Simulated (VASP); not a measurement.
Here is the system:

```
Ni3Pt
1.0
    0.00000     3.02557     3.02557
    3.02557     0.00000     3.02557
    3.02557     3.02557     0.00000
Pt Ni
1 3
Direct
  0.00000   0.00000   0.00000
  0.50000   0.50000   0.50000
  0.25000   0.25000   0.25000
  0.75000   0.75000   0.75000
```
Starting moments (μB, in the order of the record's atoms Pt Ni Ni Ni): 0.0 2.0 2.0 2.0.

Method: PBE GGA, VASP's PBE PAW potentials (set 64) (plane waves; VASP). Numerical set-up: 300 eV cut-off, 7×7×7 Γ-centred mesh, Gaussian smearing of 0.14 eV, potentials Pt Ni.

At this cut-off the stress carries a Pulay error, which pulls relaxed volumes low. Energy and stress use the plane-wave basis of the starting cell.

Task: The ions, cell shape and volume are relaxed. Which structure does the run end with?

Result: 
```
Ni3Pt
1.0
    0.00000     2.89901     2.89901
    2.89901     0.00000     2.89901
    2.89901     2.89901     0.00000
Pt Ni
1 3
Direct
  0.00000   0.00000   0.00000
  0.50000   0.50000   0.50000
  0.25000   0.25000   0.25000
  0.75000   0.75000   0.75000
```
Space group Fm-3m (225), at a tolerance of 0.03 Å. The cell ends with -0.02 μB, on the sites 0.00 -0.01 -0.01 -0.01 μB.

Task: How do energy and volume change from the first to the last step?

Result: The energy (σ→0) changes by -89.1 meV/atom and the volume by -12.0 %, in 5 ionic steps.

The structure was generated: Ni3Pt was put into an ordered model structure, which need not be its known phase. This run relaxes it. Symmetry was kept, so distortions that lower it aren't found. The run is one of a series of settings (EDIFFG = -0.01, IBRION = 2, ISIF = 3, NSW = 50 against the base run), some of them coarse on purpose.
